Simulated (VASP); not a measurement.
Input of a VASP 6.6.1 run:

INCAR

```
SYSTEM = CoSn
PREC = Accurate ; ENCUT = 600
EDIFF = 1E-6 ; ISMEAR = 1
SIGMA = 0.1 ; LREAL = .FALSE.
LASPH = .TRUE. ; NELM = 80
ALGO = Normal ; ISIF = 3
LWAVE = .FALSE. ; LCHARG = .FALSE.
GGA = PE ; IBRION = 2
NSW = 90 ; EDIFFG = -0.01
KPAR = 2
```

Contents of KPOINTS:

```
regular mesh
0
G
  9 9 9
  0 0 0
```

The input POSCAR:

```
CoSn
1.0
    5.2460399276      0.0000000000      0.0000000000
   -2.6230199638      4.5432038466      0.0000000000
    0.0000000000      0.0000000000      4.1875903000
Co Sn
3 3
Direct
    0.0000000000      0.5000000000      0.0000000000
    0.5000000000      0.5000000000      0.0000000000
    0.5000000000      0.0000000000      0.0000000000
    0.6666666700      0.3333333300      0.5000000000
    0.3333333300      0.6666666700      0.5000000000
    0.0000000000      0.0000000000      0.0000000000
```

Potentials or basis: VASP PAW PBE potentials, release 64 (Co, Sn_d).

Command:

```sh
$ cat potpaw_PBE.64/Co/POTCAR potpaw_PBE.64/Sn_d/POTCAR > POTCAR
$ mpirun -np 2 vasp_std > vasp.out
```

Question: Predict the band gap on the k mesh.

Answer: None (metal or under the smearing width).

Question: Estimate the relaxed volume.

Answer: 17.12 Å³/atom.

Question: Predict the relaxed cell.

Answer: a = 5.297 Å, b = 5.297 Å, c = 4.228 Å, α = 90.00°, β = 90.00°, γ = 120.00°.

Question: What does it give for the space group after relaxing (to 0.05 Å)?

Answer: P6/mmm (No. 191).

Final structure:
```xyz
6
Lattice="5.2969 0.0000 0.0000 -2.6485 4.5873 0.0000 0.0000 0.0000 4.2278" Properties=species:S:1:pos:R:3 pbc="T T T"
Co   -1.3242    2.2936    4.2278
Co    1.3242    2.2936    4.2278
Co    2.6485    0.0000    4.2278
Sn    2.6485    1.5291    2.1139
Sn    0.0000    3.0582    2.1139
Sn    0.0000    0.0000    4.2278
```

Spin polarisation is off, so any magnetic state and its effect on volume and gap are missing.
